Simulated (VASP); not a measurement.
Input:

```yaml
crystal:
  lattice:
    - [-2.61087, 2.61087, 2.61087]
    - [2.61087, -2.61087, 2.61087]
    - [2.61087, 2.61087, -2.61087]
  atoms:
    - { symbol: K, position: [0.00000, 0.00000, 0.00000] }
```

The numbers are results of PBE GGA with D3 dispersion (zero damping), VASP's PBE PAW potentials (set 64) (plane waves; VASP), not measurements. Numerical set-up: 520 eV cut-off, 10×10×10 Γ-centred mesh, first-order Methfessel-Paxton smearing of 0.10 eV, potentials K_sv.

Task: Predict the energy per atom (σ→0), band gap (on the k-mesh) with the smallest direct gap where there is one.

Result: 
```yaml
band gap (on the k-mesh): none (metal, semimetal or under 0.01 eV)
energy per atom (σ→0): -113.0 kJ/mol of atoms
```

The absolute energy has meaning only against runs of the same code, potentials and settings.

The compound is K in the bcc structure. It was relaxed first.
